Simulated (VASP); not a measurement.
These are LDA (Ceperley-Alder, Perdew-Zunger), VASP's LDA PAW potentials (set 64) (plane waves; VASP) values and carry that method's errors. Each cell was relaxed at this level, without spin-orbit coupling.

**Question.** Which of these comes out without a gap?
A) CdI2, P-3m1 (164)
B) NaH, Fm-3m (225)
C) TaC, Fm-3m (225)
D) SrCl2, Fm-3m (225)

**Answer.** C, TaC, Fm-3m (225). The others have gaps of 3.57 eV (NaH, Fm-3m (225)), 2.21 eV (CdI2, P-3m1 (164)), 5.10 eV (SrCl2, Fm-3m (225)).
